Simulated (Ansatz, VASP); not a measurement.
# Ta3P2: VASP beside Ansatz

```xyz
10
Lattice="0.0000 4.4648 7.0481 2.5254 0.0000 7.0481 2.5254 4.4648 0.0000" Properties=species:S:1:pos:R:3 pbc="T T T"
Ta    2.5254    3.0093    5.5204
Ta    2.5254    3.0093    8.5757
Ta    2.5254    5.9204    8.5757
Ta    2.5254    5.9204    5.5204
Ta    2.5254    4.4648   11.4563
Ta    2.5254    4.4648    2.6399
P     1.0957    4.4648    7.0481
P     3.9551    4.4648    7.0481
P     3.7881    6.6972   10.5721
P     1.2627    2.2324    3.5240
```

Alike in both runs: functional PBE; k mesh 10 × 10 × 10; occupations gaussian, width 0.1 eV; no spin polarisation.

Ansatz relaxed the structure, and its values are those at the end. VASP's run is a single point on that final structure, the one shown.

|  | VASP | Ansatz |
| --- | --- | --- |
| version | VASP 6.6.1 | Ansatz 0.2.0 |
| potentials or method | VASP PAW PBE potentials, release 64 (Ta_pv, P) | scalar-relativistic, plane waves, PAW |
| plane-wave cutoff (eV) | 520 | 420 |
| valence electrons in the cell | 86 | 98 |

Ansatz gave:

| Item | Value |
| --- | --- |
| gap on the k mesh at the Fermi level (eV) | none |
| pressure (GPa) | 0.0 |
| rms of the force components (eV/Å) | 0.003 |

Problem. Which values does VASP return?

Solution. gap on the k mesh at the Fermi level (eV): none; pressure (GPa): 0.1; rms of the force components (eV/Å): 0.011.

A gap of «none» marks a metal or a gap that the smearing closes. The functional is the same, so the differences come from potentials, cutoffs and numerics. The two sets of potentials don't hold the same shells in valence.

Spin-orbit coupling is left out, which matters for the levels of Ta.
